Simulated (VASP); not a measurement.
```xyz
2
Lattice="2.6723 0.0000 0.0000 -1.3362 2.3143 0.0000 0.0000 0.0000 2.6027" Properties=species:S:1:pos:R:3 pbc="T T T"
Cr     1.3362     0.7714     2.6027
C      0.0000     0.0000     1.3013
```

Calculation: PBEsol GGA, VASP's PBE PAW potentials (set 64) (plane waves; VASP). Numerical set-up: 520 eV cut-off, Gaussian smearing of 0.050 eV, potentials Cr_pv C.

Task: Give the energies of bands 5 to 11 at the high-symmetry points, in eV from the Fermi level.

Result: 
```
band      Γ      M      K      A      L      H
----  -----  -----  -----  -----  -----  -----
5     -2.94  -6.82  -5.40  -7.59  -5.57  -6.38
6     -2.43  -2.66  -4.76  -1.39  -4.22  -5.15
7     -2.43  -2.51  -2.50  -1.39  -3.40  -1.73
8      1.22   0.21   0.13  -0.50   0.29  -0.51
9      1.36   0.96   0.88  -0.50   1.96   2.14
10     1.36   2.44   1.83   2.35   2.39   4.45
11     5.69   3.04   2.21   5.07   5.20   4.59
```

It has no gap at this level: it comes out as a metal or semimetal.

The structure comes from a computed database's CrC entry (P-6m2); how it stands against other phases isn't given here. It was relaxed first. The run is not spin-polarised, so no magnetic state was tried.
